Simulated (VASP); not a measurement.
The system is Ni5Au.

```
Ni Au
1.0
     2.35273    4.07504    0.00000
    -2.35273    4.07504    0.00000
     0.00000    0.00000    3.73920
Ni Au
5 1
Direct
  0.33330 0.33340 0.00000
  0.66660 0.66670 0.00000
  0.50000 0.50000 0.50000
  0.50000 0.00000 0.50000
  0.00000 0.50000 0.50000
  0.00000 0.00000 0.00000
```

The cell was built by a generator and needn't be a form met in nature.

Base run:

```yaml
Program: VASP 6.6.1
Functional: PBEsol
Dispersion: D3(BJ)
Potentials_or_basis: VASP PAW PBE potentials, release 64 (Ni, Au)
Cutoff: 520 eV
k_mesh: 5 × 5 × 5
Occupations: fermi-dirac, width 0.0187 eV
Spin: no spin polarisation
```

Its results: band gap on the k mesh none (metal or under the smearing width); pressure -2.7 GPa.

The run is repeated on the same cell with these changes: dispersion from D3(BJ) to none; further incar settings from ALGO = Normal; EDIFF = 1e-07; NBANDS = 40 to ALGO = Normal; EDIFF = 1e-06; NBANDS = 40. What comes out?

Band gap on the k mesh none (metal or under the smearing width); pressure 3.3 GPa.

Caveats: the PAW data sets were made with another functional, which shifts forces and pressure a little; pairwise dispersion overbinds metals, which lowers pressure and volume (some runs).
